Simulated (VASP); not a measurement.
The system is Bi2Ir2O7.

```
Bi Ir O
1.0
     0.00000    5.17246    5.17246
     5.17246    0.00000    5.17246
     5.17246    5.17246    0.00000
Bi Ir O
4 4 14
Direct
  0.12500 0.62500 0.62500
  0.62500 0.12500 0.62500
  0.62500 0.62500 0.12500
  0.62500 0.62500 0.62500
  0.62500 0.12500 0.12500
  0.12500 0.62500 0.12500
  0.12500 0.12500 0.62500
  0.12500 0.12500 0.12500
  0.20717 0.20717 0.79283
  0.79283 0.79283 0.20717
  0.20717 0.79283 0.20717
  0.79283 0.20717 0.79283
  0.79283 0.20717 0.20717
  0.20717 0.79283 0.79283
  0.04283 0.04283 0.45717
  0.45717 0.45717 0.04283
  0.04283 0.45717 0.04283
  0.45717 0.04283 0.45717
  0.45717 0.04283 0.04283
  0.04283 0.45717 0.45717
  0.75000 0.75000 0.75000
  0.50000 0.50000 0.50000
```

The cell is a database's computed one.

- Program: VASP 6.6.1
- Task: relaxation of cell and atoms
- Functional: LDA
- Potentials or basis: VASP PAW LDA potentials, release 64 (Bi_d, Ir, O)
- Cutoff: 600 eV
- k mesh: 6 × 6 × 6
- Occupations: methfessel-paxton, width 0.1 eV
- Spin: no spin polarisation

At the start: pressure -6.8 GPa; volume 12.58 Å³/atom.

How do energy, volume and symmetry change on relaxing?

Over 6 steps the energy falls by 8.9 meV/atom and the volume is 12.20 Å³/atom (-3.0 %); space group Fd-3m (No. 227, to 0.05 Å).

The path:
| step | energy change (eV) | largest force (eV/Å) | pressure (GPa) | volume (Å³) |
| --- | --- | --- | --- | --- |
| 1 | 0.0000 | 0.2653 | -6.85 | 276.77 |
| 2 | 0.3033 | 0.3451 | 12.90 | 255.78 |
| 3 | -0.1937 | 0.0530 | -0.06 | 268.43 |
| 4 | -0.1938 | 0.0485 | 0.09 | 268.26 |
| 5 | -0.1948 | 0.0224 | 0.07 | 268.38 |
| 6 | -0.1950 | 0.0042 | 0.05 | 268.47 |

Final structure:
```cif
data_structure
_symmetry_space_group_name_H-M 'P 1'
_symmetry_Int_Tables_number 1
_cell_length_a 7.2411
_cell_length_b 7.2411
_cell_length_c 7.2411
_cell_angle_alpha 60.000
_cell_angle_beta 60.000
_cell_angle_gamma 60.000
_cell_volume 268.47
loop_
_atom_site_label
_atom_site_type_symbol
_atom_site_fract_x
_atom_site_fract_y
_atom_site_fract_z
_atom_site_occupancy
Bi1 Bi 0.12500 0.62500 0.62500 1
Bi2 Bi 0.62500 0.12500 0.62500 1
Bi3 Bi 0.62500 0.62500 0.12500 1
Bi4 Bi 0.62500 0.62500 0.62500 1
Ir1 Ir 0.62500 0.12500 0.12500 1
Ir2 Ir 0.12500 0.62500 0.12500 1
Ir3 Ir 0.12500 0.12500 0.62500 1
Ir4 Ir 0.12500 0.12500 0.12500 1
O1 O 0.20634 0.20634 0.79366 1
O2 O 0.79366 0.79366 0.20634 1
O3 O 0.20634 0.79366 0.20634 1
O4 O 0.79366 0.20634 0.79366 1
O5 O 0.79366 0.20634 0.20634 1
O6 O 0.20634 0.79366 0.79366 1
O7 O 0.04366 0.04366 0.45634 1
O8 O 0.45634 0.45634 0.04366 1
O9 O 0.04366 0.45634 0.04366 1
O10 O 0.45634 0.04366 0.45634 1
O11 O 0.45634 0.04366 0.04366 1
O12 O 0.04366 0.45634 0.45634 1
O13 O 0.75000 0.75000 0.75000 1
O14 O 0.50000 0.50000 0.50000 1
```
